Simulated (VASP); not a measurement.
# NaCdCuS2: structure and properties in VASP, part 3 of 4

Wanted: the relaxed cell of NaCdCuS2 and its properties. The cell is invented: it takes the structure of a Materials Project entry for NaLiCdS2 (space group 156 there), with some of its atoms replaced by other elements, volume scaled by an estimate. It may not be a known or stable phase. Left out of this account: 1 further run (relaxation: it shows nothing beyond the runs told).

VASP 6.6.1, plane waves and PAW; the level of theory is named at each step.

Still holding for the runs below: This run has no spin polarisation, although Cu can carry a moment.

So far, gap on the k-mesh (eV): step 2 (rough relaxation of the start cell) 0.268; step 3 (relaxing cell and atoms (BLYP + D3(BJ))) 0.280; step 4 (single point with fields (BLYP + D3(BJ))) 0.280. The relaxed cell has a = 3.945, c = 7.137 Å (conventional setting).

### Step 5. Bands along the symmetry lines (BLYP + D3(BJ))

Level of this step: BLYP with D3(BJ), no spin polarisation; plane waves and PAW (Cd, Cu, S, Na_pv); invented cell (VASP).

The mesh alone shows little of the dispersion and can miss band extrema, so KPOINTS_OPT adds a path through the symmetry points after the self-consistent cycle.

Input file INCAR:

```
SYSTEM = NaCdCuS2
PREC = Accurate
ENCUT = 400
EDIFF = 1E-06
NELM = 100
ISMEAR = 0
SIGMA = 0.05
LREAL = .FALSE.
ALGO = Normal
GGA = B5
ALDAX = 1
AGGAX = 1
AGGAC = 1
ALDAC = 0
IVDW = 12
VDW_S6 = 1
VDW_S8 = 2.6996
VDW_A1 = 0.4298
VDW_A2 = 4.2359
NBANDS = 36
LORBIT = 11
LWAVE = .FALSE.
LCHARG = .FALSE.
KPAR = 2
```

Input file POSCAR:

```
NaCdCuS2
1.0
    3.9446694718      0.0000000000      0.0000000000
   -1.9723347359      3.4161833978      0.0000000000
    0.0000000000      0.0000000000      7.1372133519
Cd Cu S Na
1 1 2 1
Direct
    0.0000000000      0.0000000000      0.3735315838
    0.6666666700      0.3333333300      0.7092428059
    0.6666666700      0.3333333300      0.2075360212
    0.0000000000      0.0000000000      0.7282440751
    0.3333333300      0.6666666700      0.9814465139
```

Input file KPOINTS:

```
Automatic mesh
0
Gamma
6 6 3
0 0 0
```

Input file KPOINTS_OPT:

```
Line mode
16
Line-mode
Reciprocal
  0.00000000   0.00000000   0.00000000 GAMMA
  0.50000000   0.00000000   0.00000000 M

  0.50000000   0.00000000   0.00000000 M
  0.33333333   0.33333333   0.00000000 K

  0.33333333   0.33333333   0.00000000 K
  0.00000000   0.00000000   0.00000000 GAMMA

  0.00000000   0.00000000   0.00000000 GAMMA
  0.00000000   0.00000000   0.50000000 A

  0.00000000   0.00000000   0.50000000 A
  0.50000000   0.00000000   0.50000000 L

  0.50000000   0.00000000   0.50000000 L
  0.33333333   0.33333333   0.50000000 H

  0.33333333   0.33333333   0.50000000 H
  0.00000000   0.00000000   0.50000000 A

  0.50000000   0.00000000   0.50000000 L
  0.50000000   0.00000000   0.00000000 M

  0.33333333   0.33333333   0.00000000 K
  0.33333333   0.33333333   0.50000000 H
```

PAW data sets: Cd, Cu, S and Na_pv (PBE family, release 64).

The run is started by

```bash
$ mpirun -np 2 vasp_std
```

The log of the run:

```text
[... set-up lines as in an earlier step ...]
 entering main loop
       N       E                     dE             d eps       ncg     rms          rms(c)
DAV:   1     0.356666706701E+03    0.35667E+03   -0.16419E+04  1232   0.112E+03
DAV:   2     0.180694177528E+02   -0.33860E+03   -0.31579E+03  1248   0.319E+02
DAV:   3    -0.154523524878E+02   -0.33522E+02   -0.32608E+02  1504   0.107E+02
DAV:   4    -0.167390306364E+02   -0.12867E+01   -0.12800E+01  1488   0.206E+01
DAV:   5    -0.167851707904E+02   -0.46140E-01   -0.46117E-01  1676   0.397E+00    0.109E+01
DAV:   6    -0.153595545277E+02    0.14256E+01   -0.12596E+01  1932   0.471E+01    0.848E+00
DAV:   7    -0.147760196428E+02    0.58353E+00   -0.35719E+00  1728   0.413E+01    0.625E+00
DAV:   8    -0.147751121819E+02    0.90746E-03   -0.32598E-01  1664   0.310E+00    0.249E+00
DAV:   9    -0.147694614120E+02    0.56508E-02   -0.46864E-02  1724   0.317E+00    0.358E-01
DAV:  10    -0.147690463465E+02    0.41507E-03   -0.94545E-03  1920   0.172E+00    0.149E-01
DAV:  11    -0.147690941086E+02   -0.47762E-04   -0.10663E-03  1840   0.412E-01    0.895E-02
DAV:  12    -0.147691354433E+02   -0.41335E-04   -0.21278E-04  1864   0.227E-01    0.476E-02
DAV:  13    -0.147691499277E+02   -0.14484E-04   -0.76004E-05  1768   0.117E-01    0.147E-02
DAV:  14    -0.147691491163E+02    0.81145E-06   -0.18828E-05  1696   0.796E-02    0.554E-03
DAV:  15    -0.147691494032E+02   -0.28694E-06   -0.26861E-06  1260   0.119E-02
   1 F= -.18589664E+02 E0= -.18589664E+02  d E =-.331630E-06
 Start KPOINTS_OPT (optional k-point list driver)
k-point batch [1-17\144]
       N       E                     dE             ncg
DAV:   1     0.358294745983E+04   -0.67078E+04     1224
DAV:   2    -0.221603507728E+04   -0.57990E+04     1260
DAV:   3    -0.278657297471E+04   -0.57054E+03     1492
DAV:   4    -0.280864662737E+04   -0.22074E+02     1488
DAV:   5    -0.280935517918E+04   -0.70855E+00     1604
DAV:   6    -0.280938315706E+04   -0.27978E-01     1596
DAV:   7    -0.280938441011E+04   -0.12530E-02     1744
DAV:   8    -0.280938441539E+04   -0.52743E-05     1356
DAV:   9    -0.280938441554E+04   -0.15647E-06      996
[...]
k-point batch [137-144\144]
       N       E                     dE             ncg
DAV:   1     0.128033359663E+05   -0.86543E+04      584
DAV:   2     0.101402873038E+05   -0.26630E+04      612
DAV:   3     0.990244380636E+04   -0.23784E+03      692
DAV:   4     0.989420581108E+04   -0.82380E+01      688
DAV:   5     0.989392828020E+04   -0.27753E+00      732
DAV:   6     0.989391584786E+04   -0.12432E-01      784
DAV:   7     0.989391548969E+04   -0.35817E-03      784
DAV:   8     0.989391548784E+04   -0.18497E-05      624
DAV:   9     0.989391548775E+04   -0.92852E-07      424
```

Elapsed: 2.7 min, on 2 MPI ranks of Intel Xeon Platinum 8488C (Sapphire Rapids), shared host; peak memory 0.47 GiB.

From OUTCAR (step 5):

```text
   k-points           NKPTS =     17   k-points in BZ     NKDIM =     17   number of bands    NBANDS=     36

   NELECT =      42.0000    total number of electrons

 E-fermi :   4.6802

 k-point     1 :       0.0000    0.0000    0.0000
  band No.  band energies     occupation
    ...
     17       2.3761      2.00000
     18       2.7896      2.00000
     19       2.7896      2.00000
     20       4.5363      1.99995
     21       4.5363      1.99995
     22       4.8162      0.00012
     23       6.3850      0.00000
     24       9.3794      0.00000
     25      10.1363      0.00000
     26      10.1363      0.00000
    ...

 Edisp (eV)   -3.82052

  Total       0.00651     0.00651    -0.00574     0.00000     0.00000     0.00000
  in kB       0.10837     0.10837    -0.09561     0.00000     0.00000     0.00000
  external pressure =        0.04 kB  Pullay stress =        0.00 kB

 POSITION                                       TOTAL-FORCE (eV/Angst)
 -----------------------------------------------------------------------------------
      0.00000      0.00000      2.66597         0.000000      0.000000     -0.006256
      1.97233      1.13873      5.06202         0.000000     -0.000000      0.000105
      1.97233      1.13873      1.48123        -0.000000      0.000000      0.003975
      0.00000      0.00000      5.19763         0.000000     -0.000000      0.004133
     -0.00000      2.27746      7.00479        -0.000000     -0.000000     -0.001957
 -----------------------------------------------------------------------------------
    total drift:                               -0.000008     -0.000008     -0.001151

  FREE ENERGIE OF THE ION-ELECTRON SYSTEM (eV)
  ---------------------------------------------------
  free  energy   TOTEN  =       -18.5896644114 eV

  energy  without entropy=      -18.5896640798  energy(sigma->0) =      -18.58966425

[... 8 parts as in an earlier step ...]

[... 8 further parts left out ...]
```

Spin-orbit coupling is off here; it would split degenerate levels.

This step gave:

```yaml
bands: 36
pressure: 0.004038 GPa
least_gap_on_mesh_and_path: 0.2798 eV
least_direct_gap_on_mesh_and_path: 0.2799 eV
```

Electronic bands along the path, in eV, zero at the valence-band top; v1 is the highest filled band, c1 the lowest empty one:

```tsv
point	v4	v3	v2	v1	c1	c2	c3	c4
Γ	-1.75	-1.75	0.00	0.00	0.28	1.85	4.84	5.60
0.47 of the way	-2.14	-1.76	-1.48	-0.78	1.66	3.01	4.02	5.30
M	-2.42	-2.34	-1.61	-1.60	2.16	2.77	2.93	4.66
0.47 of the way	-2.45	-2.35	-1.87	-1.58	2.59	3.01	3.78	4.51
K	-2.50	-2.35	-2.08	-1.56	3.08	3.12	3.72	4.83
0.47 of the way	-2.43	-1.86	-1.66	-1.33	2.19	3.62	4.09	4.77
Γ	-1.75	-1.75	0.00	0.00	0.28	1.85	4.84	5.60
0.47 of the way	-1.74	-1.74	-0.01	-0.01	0.75	1.85	4.46	5.57
A	-1.73	-1.73	-0.02	-0.02	1.43	1.74	4.04	5.52
0.47 of the way	-2.07	-2.02	-1.35	-0.81	2.10	3.04	3.44	4.47
L	-2.32	-1.89	-1.65	-1.59	1.72	2.03	3.27	3.81
0.53 of the way	-2.40	-1.95	-1.79	-1.52	2.02	2.30	4.07	4.51
H	-2.43	-2.09	-1.76	-1.45	2.23	2.43	3.75	5.36
0.47 of the way	-2.14	-2.00	-1.59	-1.38	2.19	3.09	4.10	4.45
A	-1.73	-1.73	-0.02	-0.02	1.43	1.74	4.04	5.52
jump to L	-2.32	-1.89	-1.65	-1.59	1.72	2.03	3.27	3.81
0.47 of the way	-2.36	-2.10	-1.63	-1.58	1.73	2.58	3.14	4.07
M	-2.42	-2.34	-1.61	-1.60	2.16	2.77	2.93	4.66
jump to K	-2.50	-2.35	-2.08	-1.56	3.08	3.12	3.72	4.83
0.53 of the way	-2.46	-2.09	-2.02	-1.50	2.60	2.92	3.43	5.22
H	-2.43	-2.09	-1.76	-1.45	2.23	2.43	3.75	5.36
```

Of the projections kept (Cd, Cu, S, Na), the largest for each band there; the rest of the weight can lie on other orbitals:

```tsv
point	v4	v3	v2	v1	c1	c2	c3	c4
Γ	S 0.83	S 0.83	Cu 0.69	Cu 0.69	S 0.44	Cu 0.45	Cd 0.40	Cu 0.60
M	Cu 0.84	Cu 0.98	Cu 0.78	Cu 0.79	Cd 0.54	S 0.37	Cu 0.69	S 0.39
K	Cu 0.95	Cu 0.99	Cu 0.99	Cu 0.84	Cd 0.52	Cd 0.43	Cu 0.48	S 0.52
Γ	S 0.83	S 0.83	Cu 0.69	Cu 0.69	S 0.44	Cu 0.45	Cd 0.40	Cu 0.60
A	S 0.81	S 0.81	Cu 0.70	Cu 0.70	S 0.61	Cu 0.45	S 0.44	S 0.46
L	Cu 0.77	Cu 0.83	Cu 0.82	Cu 0.75	Cd 0.48	Cd 0.36	Cu 0.70	Cd 0.53
```

The path finds the gap of the mesh within 0.02 eV, so the mesh comes close to both band edges.

### Step 6. Total and projected DOS (BLYP + D3(BJ))

Here the states are counted by energy and projected on the atoms. The mesh is finer than in the run before.

INCAR: that of step 5 with these lines changed.

```diff
@@ -5,3 +5,3 @@
 NELM = 100
-ISMEAR = 0
+ISMEAR = -5
 SIGMA = 0.05
@@ -24 +24,2 @@
 KPAR = 2
+NEDOS = 2001
```

POSCAR is that of step 5.

Input file KPOINTS:

```
Automatic mesh
0
Gamma
8 8 4
0 0 0
```

The run is started by

```bash
$ mpirun -np 2 vasp_std
```

The log of the run:

```text
[... set-up lines as in an earlier step ...]
 entering main loop
       N       E                     dE             d eps       ncg     rms          rms(c)
DAV:   1     0.360156698301E+03    0.36016E+03   -0.16437E+04  2524   0.112E+03
DAV:   2     0.186209518472E+02   -0.34154E+03   -0.31884E+03  2592   0.320E+02
DAV:   3    -0.154231192684E+02   -0.34044E+02   -0.33135E+02  3032   0.108E+02
DAV:   4    -0.167389502593E+02   -0.13158E+01   -0.13095E+01  3092   0.207E+01
DAV:   5    -0.167873702062E+02   -0.48420E-01   -0.48395E-01  3472   0.420E+00    0.109E+01
DAV:   6    -0.153532236834E+02    0.14341E+01   -0.12735E+01  4000   0.470E+01    0.848E+00
DAV:   7    -0.147808250180E+02    0.57240E+00   -0.35756E+00  3588   0.411E+01    0.626E+00
DAV:   8    -0.147798082520E+02    0.10168E-02   -0.32458E-01  3540   0.317E+00    0.250E+00
DAV:   9    -0.147743099795E+02    0.54983E-02   -0.43055E-02  3608   0.301E+00    0.348E-01
DAV:  10    -0.147739978230E+02    0.31216E-03   -0.88846E-03  3944   0.165E+00    0.145E-01
DAV:  11    -0.147740405805E+02   -0.42758E-04   -0.10048E-03  3796   0.405E-01    0.887E-02
DAV:  12    -0.147740828025E+02   -0.42222E-04   -0.19828E-04  3812   0.216E-01    0.466E-02
DAV:  13    -0.147740969313E+02   -0.14129E-04   -0.72474E-05  3648   0.113E-01    0.141E-02
DAV:  14    -0.147740963308E+02    0.60042E-06   -0.17035E-05  3504   0.755E-02    0.546E-03
DAV:  15    -0.147740965807E+02   -0.24986E-06   -0.24401E-06  2424   0.105E-02
   1 F= -.18594612E+02 E0= -.18594612E+02  d E =0.000000E+00
```

Wall time 74 s (2 MPI ranks); peak memory 0.48 GiB; 2.5 min of CPU time.

From OUTCAR (step 6):

```text
   k-points           NKPTS =     35   k-points in BZ     NKDIM =     35   number of bands    NBANDS=     36

   NELECT =      42.0000    total number of electrons

 E-fermi :   4.5498

 k-point     1 :       0.0000    0.0000    0.0000
  band No.  band energies     occupation
    ...
     17       2.3749      2.00000
     18       2.7888      2.00000
     19       2.7888      2.00000
     20       4.5324      2.00000
     21       4.5324      2.00000
     22       4.8155      0.00000
     23       6.3841      0.00000
     24       9.3787      0.00000
     25      10.1352      0.00000
     26      10.1352      0.00000
    ...

 Edisp (eV)   -3.82052

  Total      -0.00076    -0.00076     0.00249     0.00000     0.00000     0.00000
  in kB      -0.01258    -0.01258     0.04151     0.00000     0.00000     0.00000
  external pressure =        0.01 kB  Pullay stress =        0.00 kB

 POSITION                                       TOTAL-FORCE (eV/Angst)
 -----------------------------------------------------------------------------------
      0.00000      0.00000      2.66597        -0.000000     -0.000000     -0.008451
      1.97233      1.13873      5.06202         0.000000     -0.000000      0.001197
      1.97233      1.13873      1.48123         0.000000     -0.000000      0.005139
      0.00000      0.00000      5.19763        -0.000000     -0.000000      0.003427
     -0.00000      2.27746      7.00479         0.000000      0.000000     -0.001311
 -----------------------------------------------------------------------------------
    total drift:                               -0.000008     -0.000008     -0.001210

  FREE ENERGIE OF THE ION-ELECTRON SYSTEM (eV)
  ---------------------------------------------------
  free  energy   TOTEN  =       -18.5946115889 eV

  energy  without entropy=      -18.5946115889  energy(sigma->0) =      -18.59461159

[... 6 parts as in an earlier step ...]

[... 10 further parts left out ...]
```

This step gave:

* irreducible k-points: 35
* Fermi energy: 4.550 eV
* pressure: 5.45e-4 GPa
* gap on the k-mesh: 0.2831 eV
* least direct gap on the k-mesh: 0.2831 eV

The density of states has structure finer than the step of the table below, so its rows give means over 0.5 eV, whole bins alone (the curve runs from -8.22 to 5.71 eV). Peaks (eV: height): total -4.40: 9.90, -2.42: 23.0, -1.96: 9.35, -1.56: 15.5; Cu d -2.42: 18.2, -2.00: 6.42, -1.77: 4.89, -1.56: 10.1; S p -5.62: 2.07, -4.40: 3.27, -1.87: 2.03, -1.56: 2.41; Cd d -5.30: 0.178, -3.05: 0.154, -2.42: 0.272, -1.87: 0.234.

States under -8.2 eV and over 5.7 eV are left out, among them most of the Cd d (centred near -9.0 eV) states. Density of states against energy, zero at the valence-band top; means over each step; values in states/eV/cell:

```tsv
energy (eV)	total	Cu d	S p	Cd d
-6.5	0	0	0	0
-6.0	0.660	0.0317	0.196	0.0108
-5.5	5.42	0.321	1.52	0.129
-5.0	1.77	0.282	0.498	0.0346
-4.5	3.76	0.973	1.25	0.0315
-4.0	3.28	0.566	1.10	0.0793
-3.5	2.69	0.494	0.817	0.0987
-3.0	3.85	1.01	1.13	0.133
-2.5	9.17	6.70	0.820	0.120
-2.0	6.64	4.01	1.07	0.114
-1.5	5.04	3.20	0.765	0.0436
-1.0	1.15	0.673	0.181	0.00592
-0.5	0.704	0.384	0.140	0.00262
0.0	0.166	0.0883	0.0384	4.7e-4
0.5	0.0142	0.00107	0.00199	0
1.0	0.129	0.00833	0.0224	2.1e-4
1.5	0.424	0.0204	0.0885	0.00120
2.0	2.71	0.0772	0.455	0.0235
2.5	1.78	0.0347	0.211	0.0258
3.0	2.75	0.0626	0.283	0.0447
3.5	1.83	0.0838	0.165	0.0260
4.0	2.28	0.0681	0.216	0.0416
4.5	2.74	0.0509	0.296	0.0543
5.0	1.39	0.0366	0.161	0.0180
```

The gap on this mesh is 0.28 eV. In the top eV of the valence band the largest shares in the PAW spheres are Cu d 56 % and S p 19 %. The rest lies in smaller channels or between the spheres.

### Step 7. A semilocal run for the hybrid's start

This step: PBE, no spin polarisation; plane waves and PAW (Cd, Cu, S, Na_pv); invented cell (VASP 6.6.1).

A hybrid converges badly from random orbitals, so a cheap semilocal run writes a WAVECAR on the same mesh first.

Input file INCAR:

```
SYSTEM = NaCdCuS2
PREC = Accurate
ENCUT = 400
EDIFF = 1E-05
NELM = 100
ISMEAR = 0
SIGMA = 0.05
LREAL = .FALSE.
ALGO = Normal
GGA = PE
NBANDS = 27
LORBIT = 11
LWAVE = .TRUE.
LCHARG = .FALSE.
KPAR = 2
```

POSCAR is that of step 6.

Input file KPOINTS:

```
Automatic mesh
0
Gamma
4 4 2
0 0 0
```

The run is started by

```bash
$ mpirun -np 2 vasp_std
```

The log of the run:

```text
[banner, memory and clock lines left out]
running    2 mpi-ranks, on    1 nodes
 distrk:  each k-point on    1 cores,    2 groups
 distr:  one band on    1 cores,    1 groups

 POSCAR found type information on POSCAR CdCuS Na
 POSCAR found :  4 types and       5 ions
 LDA part: xc-table for (Slater+PW92), standard interpolation
 POSCAR, INCAR and KPOINTS ok, starting setup
 FFT: planning ... GRIDC
 FFT: planning ... GRID_SOFT
 FFT: planning ... GRID
 WAVECAR not read
 entering main loop
       N       E                     dE             d eps       ncg     rms          rms(c)
DAV:   1     0.346316916261E+03    0.34632E+03   -0.17481E+04   432   0.149E+03
DAV:   2     0.140147687080E+02   -0.33230E+03   -0.32132E+03   441   0.389E+02
DAV:   3    -0.175792218621E+02   -0.31594E+02   -0.31103E+02   570   0.129E+02
DAV:   4    -0.189040377450E+02   -0.13248E+01   -0.13177E+01   554   0.270E+01
DAV:   5    -0.189560285494E+02   -0.51991E-01   -0.51930E-01   629   0.482E+00    0.118E+01
DAV:   6    -0.178651689445E+02    0.10909E+01   -0.21063E+01   664   0.656E+01    0.918E+00
DAV:   7    -0.171211614414E+02    0.74401E+00   -0.51877E+00   589   0.578E+01    0.636E+00
DAV:   8    -0.171656300334E+02   -0.44469E-01   -0.76544E-01   672   0.672E+00    0.228E+00
DAV:   9    -0.171467645400E+02    0.18865E-01   -0.28620E-01   589   0.101E+01    0.451E-01
DAV:  10    -0.171442535917E+02    0.25109E-02   -0.36195E-02   656   0.398E+00    0.157E-01
DAV:  11    -0.171446240401E+02   -0.37045E-03   -0.33336E-03   613   0.522E-01    0.927E-02
DAV:  12    -0.171447367440E+02   -0.11270E-03   -0.17444E-03   624   0.895E-01    0.839E-02
DAV:  13    -0.171447201782E+02    0.16566E-04   -0.34433E-04   623   0.319E-01    0.274E-02
DAV:  14    -0.171447170950E+02    0.30832E-05   -0.71625E-05   520   0.127E-01
   1 F= -.17144717E+02 E0= -.17144708E+02  d E =-.177972E-04
 writing wavefunctions
```

Elapsed: 16 s, on 2 MPI ranks; peak memory 0.37 GiB.

From OUTCAR (step 7):

```text
   k-points           NKPTS =      8   k-points in BZ     NKDIM =      8   number of bands    NBANDS=     27

   NELECT =      42.0000    total number of electrons

 E-fermi :   4.2890

 k-point     1 :       0.0000    0.0000    0.0000
  band No.  band energies     occupation
    ...
     17       1.9882      2.00000
     18       2.4094      2.00000
     19       2.4094      2.00000
     20       4.1732      1.99894
     21       4.1732      1.99894
     22       4.3966      0.00233
     23       5.9675      0.00000
     24       8.9030      0.00000
     25       9.6656      0.00000
     26       9.6658      0.00000
    ...

  Total        1.8276041      1.8276035      1.9362037      0.0000000      0.0000000      0.0000000
  in kB       30.4447380     30.4447278     32.2538199      0.0000000      0.0000000      0.0000000
  external PRESSURE =      31.0477619 kB  Pullay stress =       0.0000000 kB

 POSITION                                       TOTAL-FORCE (eV/Angst)
 -----------------------------------------------------------------------------------
      0.00000      0.00000      2.66597        -0.000000      0.000000     -0.005369
      1.97233      1.13873      5.06202         0.000000     -0.000000     -0.084165
      1.97233      1.13873      1.48123        -0.000000     -0.000000      0.181313
      0.00000      0.00000      5.19763        -0.000000     -0.000000     -0.098029
     -0.00000      2.27746      7.00479         0.000000     -0.000000      0.006250
 -----------------------------------------------------------------------------------
    total drift:                               -0.000009     -0.000007     -0.001282

  FREE ENERGIE OF THE ION-ELECTRON SYSTEM (eV)
  ---------------------------------------------------
  free  energy   TOTEN  =       -17.1447170950 eV

  energy  without entropy=      -17.1446992978  energy(sigma->0) =      -17.14470820

[... 6 parts as in an earlier step ...]

[... 10 further parts left out ...]
```

At this level the cell is under a pressure of 3.1 GPa, so at these settings it is away from equilibrium.

Numbers from this step:

```
SCF cycles                     : 14
bands                          : 27
irreducible k-points           : 8
free energy (TOTEN)            : -17.14 eV
Fermi energy                   : 4.289 eV
pressure                       : 3.105 GPa
gap on the k-mesh              : 0.2234 eV
least direct gap on the k-mesh : 0.2234 eV
```

Force by atom:

```tsv
atom	x (eV/Å)	y (eV/Å)	z (eV/Å)	size
Cd1	0.000	0.000	-0.005	0.005
Cu2	0.000	0.000	-0.084	0.084
S3	0.000	0.000	0.181	0.181
S4	0.000	0.000	-0.098	0.098
Na5	0.000	0.000	0.006	0.006
```

(Part 3 of 4 ends here.)

[Lines on the potential files, build, host, timing and source positions are cut from VASP's logs without a mark.]

[Logs are printed without paths, hosts, clocks, repeated set-up lines and the standing remarks that a program may print on its own settings, such as how far it seeks lower states.]

[Hosts, paths, dates, database ids (printed as entryN), source tags and the programs' standing remarks are cut or masked in the printed files.]

[A measured line is paired with the nearest computed mode of its activity, which favours agreement.]
